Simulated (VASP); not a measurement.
These are PBE GGA with D3 dispersion (Becke-Johnson damping), VASP's PBE PAW potentials (set 64) (plane waves; VASP) values and carry that method's errors.

VASP ran on this input.

**KPOINTS**
```
K-points
0
gamma
7 7 7
```

File POSCAR:
```
CuI
1
    0.0000000000     3.0250000000     3.0250000000
    3.0250000000     0.0000000000     3.0250000000
    3.0250000000     3.0250000000     0.0000000000
Cu I
1 1
Direct
  0.0000000000   0.0000000000   0.0000000000
  0.2500000000   0.2500000000   0.2500000000
```

### INCAR
```
ALGO = Normal
EDIFF = 1E-6
EDIFFG = -0.01
ENCUT = 520
GGA = PE
IBRION = 2
ISIF = 3
ISMEAR = 0
IVDW = 12
LASPH = T
LCHARG = F
LMAXMIX = 4
LREAL = F
LWAVE = F
NELM = 100
NSW = 60
PREC = Accurate
SIGMA = 0.05
SYSTEM = CuI
```

POTCAR, in this order: Cu I (PBE.64 set). Program: vasp_std.

Energy and stress use the plane-wave basis of the starting cell. Unless said otherwise, spin-orbit coupling is left out, though it shifts the bands of the heavy elements here.

### Question
Predict the energy per atom (σ→0), dispersion energy, volume per atom, band gap (on the k-mesh).

### Answer

- energy per atom (σ→0) = -3.130 eV/atom
- dispersion energy = -0.719 eV
- band gap (on the k-mesh) = 1.27 eV
- volume per atom = 26.65 Å³/atom

File OSZICAR:
```
...
DAV:   1    -0.554769015836E+01   -0.10313E-01   -0.10456E-01   520   0.832E+00    0.618E-01
DAV:   2    -0.554380241129E+01    0.38877E-02   -0.62751E-02   520   0.836E+00    0.250E-01
DAV:   3    -0.554160015090E+01    0.22023E-02   -0.12412E-02   520   0.386E+00    0.109E-01
DAV:   4    -0.554139136097E+01    0.20879E-03   -0.69988E-04   590   0.260E-01    0.366E-02
DAV:   5    -0.554138027972E+01    0.11081E-04   -0.27098E-05   729   0.137E-01    0.307E-02
DAV:   6    -0.554137472229E+01    0.55574E-05   -0.73079E-06   795   0.384E-02    0.104E-02
DAV:   7    -0.554137393424E+01    0.78804E-06   -0.10323E-06   301   0.403E-02
   6 F= -.62606822E+01 E0= -.62606822E+01  d E =-.127776E-03
```

The compound is CuI in the zinc blende structure. This run relaxes it. Symmetry was kept, so distortions that lower it aren't found.
